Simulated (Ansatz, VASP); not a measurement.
# InP in two plane-wave programs, part 2 of 2

Aim: how closely do two programs agree when they are given the same cell, functional and k mesh? The structure shown is the end of the Ansatz relaxation below.

VASP 6.6.1 and Ansatz 0.2.0.

So far: Starting point; Ansatz: relaxation, HSE06.

## (3) VASP: single point, HSE06

Level of this step: HSE06; plane waves and PAW (In_d, P) (VASP).

The same cell, functional, mesh and smearing now go to VASP, with its own data sets.

Lines of VASP's logs that name or quote its potential files are left out, and so is its time.

The run reads the wave functions of an earlier VASP run, which isn't shown here.

Contents of INCAR:

```
SYSTEM = InP
PREC = Accurate
ENCUT = 400
EDIFF = 1E-06
NELM = 100
ISMEAR = -1
SIGMA = 0.05
LREAL = .FALSE.
ALGO = Normal
LHFCALC = .TRUE.
AEXX = 0.25
GGA = PE
HFSCREEN = 0.208
LASPH = .TRUE.
NBANDS = 15
PRECFOCK = Fast
LORBIT = 11
LWAVE = .FALSE.
LCHARG = .FALSE.
KPAR = 8
ISIF = 2
```

Contents of POSCAR:

```
InP
1.0
    0.0000000000      2.9513529557      2.9513529557
    2.9513529557      0.0000000000      2.9513529557
    2.9513529557      2.9513529557      0.0000000000
In P
1 1
Direct
    0.0000000000      0.0000000000      0.0000000000
    0.2500000000      0.2500000000      0.2500000000
```

Contents of KPOINTS:

```
Automatic mesh
0
Gamma
5 5 5
0 0 0
```

PAW data sets: In_d and P (PBE family, release 64).

Run with:

```
$ mpirun -np 8 vasp_std
```

Numbers of over 12 decimals in the logs are rounded to 6 here.

The program printed:

```text
[banner, memory and clock lines left out]
running    8 mpi-ranks, on    1 nodes
 distrk:  each k-point on    1 cores,    8 groups
 distr:  one band on    1 cores,    1 groups

 POSCAR found type information on POSCAR InP
 POSCAR found :  2 types and       2 ions
|                                                                             |
|           W    W    AA    RRRRR   N    N  II  N    N   GGGG   !!!           |
|           W    W   A  A   R    R  NN   N  II  NN   N  G    G  !!!           |
|           W    W  A    A  R    R  N N  N  II  N N  N  G       !!!           |
|           W WW W  AAAAAA  RRRRR   N  N N  II  N  N N  G  GGG   !            |
|           WW  WW  A    A  R   R   N   NN  II  N   NN  G    G                |
|           W    W  A    A  R    R  N    N  II  N    N   GGGG   !!!           |
|                                                                             |
|     For optimal performance we recommend to set                             |
|       NCORE = 2 up to number-of-cores-per-socket                            |
|     NCORE specifies how many cores store one orbital (NPAR=cpu/NCORE).      |
|     This setting can greatly improve the performance of VASP for DFT.       |
|     The default, NCORE=1 might be grossly inefficient on modern             |
|     multi-core architectures or massively parallel machines. Do your        |
|     Unfortunately you need to use the default for GW and RPA                |
|     calculations (for HF NCORE is supported but not extensively tested      |
|     yet).                                                                   |
|                                                                             |

 LDA part: xc-table for (Slater+PW92), standard interpolation
 found WAVECAR, reading the header
 POSCAR, INCAR and KPOINTS ok, starting setup
 FFT: planning ... GRIDC
 FFT: planning ... GRID_SOFT
 FFT: planning ... GRID
 reading WAVECAR
 the WAVECAR file was read successfully
 initial charge from wavefunction
 entering main loop
       N       E                     dE             d eps       ncg     rms          rms(c)
DAV:   1    -0.996094256233E+01   -0.99609E+01   -0.35966E-01   402   0.822E+00    0.351E+00
DAV:   2    -0.996703525504E+01   -0.60927E-02   -0.35676E-02   396   0.165E+00    0.365E+00
DAV:   3    -0.996663157571E+01    0.40368E-03   -0.13914E-03   423   0.557E-01    0.243E+00
DAV:   4    -0.996645835776E+01    0.17322E-03   -0.19789E-04   439   0.185E-01    0.154E+00
DAV:   5    -0.996641031486E+01    0.48043E-04   -0.40328E-05   357   0.732E-02    0.933E-01
DAV:   6    -0.996639596963E+01    0.14345E-04   -0.10857E-05   364   0.364E-02    0.565E-01
DAV:   7    -0.996639091363E+01    0.50560E-05   -0.21842E-06   321   0.181E-02    0.342E-01
DAV:   8    -0.996638929127E+01    0.16224E-05   -0.73127E-07   157   0.965E-03    0.205E-01
DAV:   9    -0.996638890776E+01    0.38350E-06   -0.42944E-07   150   0.663E-03
   1 F= -.99663889E+01 E0= -.99663889E+01  d E =-.421261E-07
```

OUTCAR, selected parts (step 3):

```text
ion  position               nearest neighbor table
   1  0.000  0.000  0.000-   2 2.56   2 2.56   2 2.56   2 2.56
   2  0.250  0.250  0.250-   1 2.56   1 2.56   1 2.56   1 2.56

  LATTYP: Found a face centered cubic cell.
 ALAT       =     5.9027059114

 Subroutine GETGRP returns: Found 24 space group operations
 (whereof 24 operations were pure point group operations)

The static configuration has the point symmetry T_d .

 Found     10 irreducible k-points:

   k-points           NKPTS =     10   k-points in BZ     NKDIM =    125   number of bands    NBANDS=     15

   dimension x,y,z NGX =    28 NGY =   28 NGZ =   28
   dimension x,y,z NGXF=    56 NGYF=   56 NGZF=   56

   ENCUT  =  400.0 eV  29.40 Ry    5.42 a.u.   6.81  6.81  6.81*2*pi/ulx,y,z

   NELECT =      18.0000    total number of electrons

 k-points in reciprocal lattice and weights: Automatic mesh
   0.00000000  0.00000000  0.00000000       0.008
   0.20000000  0.00000000  0.00000000       0.064
   0.40000000  0.00000000  0.00000000       0.064
   0.20000000  0.20000000  0.00000000       0.048
   0.40000000  0.20000000  0.00000000       0.192
  -0.40000000  0.20000000  0.00000000       0.192
  -0.20000000  0.20000000  0.00000000       0.096
   0.40000000  0.40000000  0.00000000       0.048
  -0.40000000  0.40000000  0.00000000       0.096
  -0.40000000  0.40000000  0.20000000       0.192

  exchange ACFDT corr.  =         0.00000000  see jH, gK, PRB 81, 115126

 average (electrostatic) potential at core
       1 -89.6648       2 -79.4107

 E-fermi :   5.2618

 k-point     1 :       0.0000    0.0000    0.0000
  band No.  band energies     occupation
    ...
      5     -11.1570      2.00000
      6      -8.0395      2.00000
      7       4.5449      2.00000
      8       4.5449      2.00000
      9       4.5449      2.00000
     10       5.9238      0.00000
     11       9.4588      0.00000
     12       9.4588      0.00000
     13       9.4588      0.00000
     14      14.0207      0.00000
    ...

 k-point     2 :       0.2000    0.0000    0.0000
  band No.  band energies     occupation
    ...
      5     -11.1560      2.00000
      6      -7.5719      2.00000
      7       1.7281      2.00000
      8       4.1223      2.00000
      9       4.1223      2.00000
     10       7.0905      0.00000
     11      10.0496      0.00000
     12      10.0496      0.00000
     13      10.1512      0.00000
     14      14.0236      0.00000
    ...

 k-point     3 :       0.4000    0.0000    0.0000
  band No.  band energies     occupation
    ...
      5     -11.1478      2.00000
      6      -6.5046      2.00000
      7      -1.0830      2.00000
      8       3.5952      2.00000
      9       3.5952      2.00000
     10       6.8109      0.00000
     11      10.2331      0.00000
     12      10.2331      0.00000
     13      12.2924      0.00000
     14      14.5042      0.00000
    ...

  Total       -0.0549122     -0.0549122     -0.0549122      0.0000000      0.0000000      0.0000000
  in kB       -1.7111413     -1.7111413     -1.7111413      0.0000000      0.0000000      0.0000000
  external PRESSURE =      -1.7111413 kB  Pullay stress =       0.0000000 kB

  energy-cutoff  :      400.00
  volume of cell :       51.42
      direct lattice vectors                 reciprocal lattice vectors
     0.000000000  2.951352956  2.951352956    -0.169413827  0.169413827  0.169413827
     2.951352956  0.000000000  2.951352956     0.169413827 -0.169413827  0.169413827
     2.951352956  2.951352956  0.000000000     0.169413827  0.169413827 -0.169413827

 POSITION                                       TOTAL-FORCE (eV/Angst)
 -----------------------------------------------------------------------------------
      0.00000      0.00000      0.00000         0.000000      0.000000      0.000000
      1.47568      1.47568      1.47568        -0.000000     -0.000000     -0.000000
 -----------------------------------------------------------------------------------
    total drift:                                0.000066      0.000063      0.000043

  FREE ENERGIE OF THE ION-ELECTRON SYSTEM (eV)
  ---------------------------------------------------
  free  energy   TOTEN  =        -9.9663889078 eV

  energy  without entropy=       -9.9663888656  energy(sigma->0) =       -9.96638889

 total charge
# of ion       s       p       d       tot
------------------------------------------
    1        0.835   0.766   9.914  11.514
    2        1.019   1.510   0.000   2.530
--------------------------------------------------
tot          1.854   2.276   9.914  14.043

[... 3 further parts left out ...]
```

The k-mesh is coarse for exact exchange; levels may shift by about 0.1 eV on a finer one.

## (4) Side by side

Known differences besides the potentials themselves: exact exchange at q = 0 is treated differently, which shows on coarse meshes; VASP keeps PBE cores, Ansatz makes them for the functional; the cutoff is 420 eV in Ansatz and 400 eV in VASP; Ansatz's pressure holds a Pulay correction, VASP's none; VASP takes a coarser grid for exact exchange (PRECFOCK = Fast). Total energies have different zeros and are not compared.

The two programs side by side:

```tsv
quantity	Ansatz	VASP	difference
pressure (GPa)	-0.01	-0.17	+0.16
gap on the k mesh (eV)	1.383	1.379	+0.004
```

A gap on the mesh is an upper bound, since the band edges may lie between its points.

## (5) Results

| Item | Value |
| --- | --- |
| difference in gap on the k mesh (single point, HSE06) | 0.0039 eV |

In words: The difference in gap on the k mesh is 0.0039 eV (single point, HSE06), within the 0.08 eV picked in this series as the mark of a large difference. 1 further pair of this series is not shown here. Such differences can come from data sets, numerical settings and the points named under the comparisons, not from the functional's error against experiment.

[Lines on the potential files, build, host, timing and source positions are cut from VASP's logs without a mark.]

[Logs are printed without paths, hosts, clocks, repeated set-up lines and the standing remarks that a program may print on its own settings, such as how far it seeks lower states.]

[Hosts, paths, dates, database ids (printed as entryN), source tags and the programs' standing remarks are cut or masked in the printed files.]
